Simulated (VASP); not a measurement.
Runs of VASP 6.6.1 on Nb. It takes space group Im-3m (No. 229, cubic). Conventional cell: a = 3.318 Å, b = 3.318 Å, c = 3.318 Å, α = 90.00°, β = 90.00°, γ = 90.00°. Nb (site symmetry m-3m) is surrounded by 8 Nb at 2.87 Å. 

| task | level | potentials or basis | cell | k mesh | cutoff (eV) | mesh quality | gap on the mesh (eV) | pressure (GPa) | relaxed volume (Å³/atom) |
| --- | --- | --- | --- | --- | --- | --- | --- | --- | --- |
| relaxation of cell and atoms | PBE | VASP PAW PBE potentials, release 64 (Nb_sv) | relaxed | 18 × 18 × 18 | 600 | not flagged | none | 0.0 | (c) |
| relaxation of cell and atoms | RPBE | VASP PAW PBE potentials, release 64 (Nb_sv) | relaxed | 18 × 18 × 18 | 600 | not flagged | none | 0.0 | (b) |
| single point | PBEsol | VASP PAW PBE potentials, release 64 (Nb_sv) | as given | 18 × 18 × 18 | 520 | not flagged | none | -7.1 | - |
| relaxation of cell and atoms | PBE+D3(BJ) | VASP PAW PBE potentials, release 64 (Nb_sv) | relaxed | 18 × 18 × 18 | 600 | not flagged | none | 0.0 | 17.40 |
| relaxation of cell and atoms | PBEsol | VASP PAW PBE potentials, release 64 (Nb_sv) | relaxed | 6 × 6 × 6 | 600 | coarse | none | 0.0 | (a) |
| relaxation of cell and atoms | PBEsol | VASP PAW PBE potentials, release 64 (Nb_sv) | relaxed | 18 × 18 × 18 | 480 | not flagged | none | 0.0 | 17.49 |
| relaxation of cell and atoms | LDA | VASP PAW LDA potentials, release 64 (Nb_sv) | relaxed | 18 × 18 × 18 | 600 | not flagged | none | 0.0 | 17.12 |
| relaxation of cell and atoms | PBEsol | VASP PAW PBE potentials, release 64 (Nb_pv) | relaxed | 18 × 18 × 18 | 580 | not flagged | none | 0.0 | 17.75 |
| relaxation of cell and atoms | PBEsol | VASP PAW PBE potentials, release 64 (Nb_sv) | relaxed | 18 × 18 × 18 | 600 | not flagged | none | 0.0 | 17.50 |

Alike in all rows: no spin polarisation; smearing gaussian 0.1 eV.

Task: Fill in the values left out.

Result: (a) 17.16; (b) 18.43; (c) 18.12.

Caveats: some runs use coarse meshes; the PAW data sets were made with another functional, which shifts forces and pressure a little (some runs); pairwise dispersion overbinds metals, which lowers pressure and volume (some runs).

A k mesh can miss the band edges, and the runs leave out spin-orbit coupling on Nb.

A gap of «none» marks a metal or a gap under the smearing width.

Not every run made on this cell is shown here.
